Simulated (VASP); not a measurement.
KF (rock salt) is relaxed at rising pressure, each step from the one before. Symmetry mostly holds the structure type, and other phases were not tried. The mesh follows the cell, and a change of mesh leaves a small step in the series.

Input:

```xyz
2
Lattice="0.0000 2.7103 2.7103 2.7103 0.0000 2.7103 2.7103 2.7103 0.0000" Properties=species:S:1:pos:R:3 pbc="T T T"
K      0.0000     0.0000     0.0000
F      2.7103     2.7103     2.7103
```

Level of theory: PBE GGA, VASP's PBE PAW potentials (set 64) (plane waves; VASP 6.6.1). Settings: 620 eV cut-off, 8×8×8 Γ-centred mesh, Gaussian smearing of 0.050 eV, potentials K_sv F.

| P (GPa) | V (Å³/atom) | H − H(0) (eV/atom) | space group | k-mesh |
|---|---|---|---|---|
| 0 | 19.91 | 0.000 | Fm-3m | 8×8×8 |
| 5 | 17.59 | 0.584 | Fm-3m | 9×9×9 |
| 10 | 16.21 | 1.112 | Fm-3m | 9×9×9 |
| 20 | 14.54 | 2.070 | Fm-3m | 9×9×9 |
| 30 | 13.48 | 2.945 | Fm-3m | 10×10×10 |
| 45 | 12.38 | 4.154 | Fm-3m | 10×10×10 |

Pressures at which the relaxation failed are left out.

The compound is KF in the rock salt structure.
